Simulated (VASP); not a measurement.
OSZICAR of a VASP run on Er (hcp):

**OSZICAR**
```
       N       E                     dE             d eps       ncg     rms          rms(c)
DAV:   1     0.454095385040E+02    0.45410E+02   -0.87833E+03  2872   0.137E+03
DAV:   2    -0.658082156382E+01   -0.51990E+02   -0.50854E+02  2799   0.530E+02
DAV:   3    -0.889577341818E+01   -0.23150E+01   -0.22188E+01  2940   0.556E+01
DAV:   4    -0.899074484530E+01   -0.94971E-01   -0.92775E-01  3011   0.101E+01
DAV:   5    -0.899496576567E+01   -0.42209E-02   -0.42388E-02  2886   0.180E+00    0.246E+01
DAV:   6    -0.898944411484E+01    0.55217E-02   -0.31553E-02  2790   0.340E+00    0.146E+01
DAV:   7    -0.899861865396E+01   -0.91745E-02   -0.54883E-02  2701   0.444E+00    0.373E-01
DAV:   8    -0.899840855234E+01    0.21010E-03   -0.36110E-03  2713   0.883E-01    0.947E-02
DAV:   9    -0.899841615105E+01   -0.75987E-05   -0.20609E-04  2875   0.194E-01    0.312E-02
DAV:  10    -0.899840995826E+01    0.61928E-05   -0.25929E-05  2824   0.636E-02    0.424E-02
DAV:  11    -0.899841077191E+01   -0.81365E-06   -0.13695E-06  1762   0.185E-02
   1 F= -.95865214E+01 E0= -.95874575E+01  d E =-.958652E+01
       N       E                     dE             d eps       ncg     rms          rms(c)
DAV:   1    -0.912349272789E+01   -0.12508E+00   -0.31182E+00  2472   0.289E+01    0.248E+00
DAV:   2    -0.902482004774E+01    0.98673E-01   -0.25218E-01  2295   0.816E+00    0.111E+00
DAV:   3    -0.897604503917E+01    0.48775E-01   -0.10811E-01  2531   0.566E+00    0.428E-01
DAV:   4    -0.897585893506E+01    0.18610E-03   -0.77981E-03  2653   0.142E+00    0.325E-01
DAV:   5    -0.897606407466E+01   -0.20514E-03   -0.93258E-04  2739   0.480E-01    0.316E-02
DAV:   6    -0.897603840736E+01    0.25667E-04   -0.74280E-05  2808   0.147E-01    0.219E-02
DAV:   7    -0.897602942536E+01    0.89820E-05   -0.11424E-05  2666   0.432E-02    0.264E-03
DAV:   8    -0.897602892402E+01    0.50134E-06   -0.55642E-07  1282   0.169E-02
   2 F= -.96026322E+01 E0= -.96039038E+01  d E =-.161108E-01
       N       E                     dE             d eps       ncg     rms          rms(c)
DAV:   1    -0.898240781749E+01   -0.63784E-02   -0.36649E-02  2482   0.294E+00    0.280E-01
DAV:   2    -0.898122996474E+01    0.11779E-02   -0.30876E-03  2326   0.901E-01    0.121E-01
DAV:   3    -0.898064768008E+01    0.58228E-03   -0.12400E-03  2541   0.615E-01    0.447E-02
DAV:   4    -0.898064055212E+01    0.71280E-05   -0.10038E-04  2657   0.163E-01    0.337E-02
DAV:   5    -0.898063988584E+01    0.66628E-06   -0.11122E-05  2686   0.536E-02    0.349E-03
DAV:   6    -0.898063967872E+01    0.20712E-06   -0.43149E-07  1052   0.169E-02
   3 F= -.96029106E+01 E0= -.96041380E+01  d E =-.163892E-01
       N       E                     dE             d eps       ncg     rms          rms(c)
DAV:   1    -0.898138985118E+01   -0.74997E-03   -0.93892E-04  2497   0.483E-01    0.462E-02
DAV:   2    -0.898135902669E+01    0.30824E-04   -0.80181E-05  2313   0.148E-01    0.198E-02
DAV:   3    -0.898134409720E+01    0.14929E-04   -0.31832E-05  2551   0.978E-02    0.708E-03
DAV:   4    -0.898134363172E+01    0.46548E-06   -0.18662E-06  1255   0.272E-02
   4 F= -.96029074E+01 E0= -.96041272E+01  d E =-.163860E-01
       N       E                     dE             d eps       ncg     rms          rms(c)
DAV:   1    -0.898511241449E+01   -0.37683E-02   -0.12219E-01  2486   0.443E+00    0.257E-01
DAV:   2    -0.898360463336E+01    0.15078E-02   -0.31422E-03  2803   0.840E-01    0.143E-01
DAV:   3    -0.898283614521E+01    0.76849E-03   -0.87453E-04  3131   0.368E-01    0.656E-02
DAV:   4    -0.898282937863E+01    0.67666E-05   -0.14324E-04  2779   0.109E-01    0.336E-02
DAV:   5    -0.898282955559E+01   -0.17695E-06   -0.59418E-06  2177   0.346E-02
   5 F= -.96040035E+01 E0= -.96054005E+01  d E =-.109604E-02
       N       E                     dE             d eps       ncg     rms          rms(c)
DAV:   1    -0.898424760609E+01   -0.14182E-02   -0.55137E-02  2491   0.298E+00    0.178E-01
DAV:   2    -0.898356815475E+01    0.67945E-03   -0.14034E-03  2803   0.566E-01    0.942E-02
DAV:   3    -0.898322065471E+01    0.34750E-03   -0.40219E-04  3123   0.248E-01    0.393E-02
DAV:   4    -0.898321816787E+01    0.24868E-05   -0.65010E-05  2771   0.724E-02    0.209E-02
DAV:   5    -0.898321808972E+01    0.78145E-07   -0.16717E-06  1524   0.227E-02
   6 F= -.96041730E+01 E0= -.96056448E+01  d E =-.126556E-02
```

Problem. Which electronic solver shows in the log?

Solution. It is blocked Davidson (ALGO = Normal, or the opening steps of other solvers). The INCAR had ALGO = Normal.

Problem. Can the final energy be trusted as converged?

Solution. Self-consistency was reached. It stopped with EDIFF = 1E-6, NELM = 100, NSW = 60 and EDIFFG = -0.01 after 6 ionic steps (PBE GGA with D3 dispersion (zero damping), plane waves, VASP's PBE PAW potentials (set 64)). The 4f electrons are frozen in the core of the lanthanide potential, so 4f levels, which can set the real gap, and their magnetism are missing. Energy and stress use the plane-wave basis of the starting cell.

The compound is Er in the hcp structure. This run relaxes it. Symmetry was kept, so distortions that lower it aren't found.
